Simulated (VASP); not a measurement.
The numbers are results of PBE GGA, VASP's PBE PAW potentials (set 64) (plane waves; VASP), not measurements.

Input for VASP

**INCAR**
```
ALGO=Normal
EDIFF=1E-6
ENCUT=300
GGA=PE
ISIF=2
ISMEAR=-1
LASPH=T
LCHARG=F
LMAXMIX=6
LREAL=F
LWAVE=F
NELM=100
PREC=Accurate
SIGMA=0.1
SYSTEM=Re
```

**POSCAR**
```
Re
1.0
  2.7844210000   0.0000000000   0.0000000000
 -1.3922100000   2.4113790000   0.0000000000
  0.0000000000   0.0000000000   4.5044480000
Re
2
direct
  0.3333330000   0.6666670000   0.2500000000
  0.6666670000   0.3333330000   0.7500000000
```

File KPOINTS:
```
Automatic mesh
0
Gamma
11 11 6
0.5 0.5 0.5
```

POTCAR, in this order: Re (PBE.64 set). Program: vasp_std.

Q: What will the output report for the number of irreducible k-points (NKPTS), largest plane-wave count, number of space-group operations, FFT grid (NGX, NGY, NGZ)?

A: 
| Property | Value |
|---|---|
| number of irreducible k-points (NKPTS) | 108 |
| largest plane-wave count | 365 |
| number of space-group operations | 24 |
| FFT grid (NGX, NGY, NGZ) | 16 × 16 × 28 |

The structure comes from a computed database's Re entry; how it stands against other phases isn't given here. The cell was not relaxed at this level.
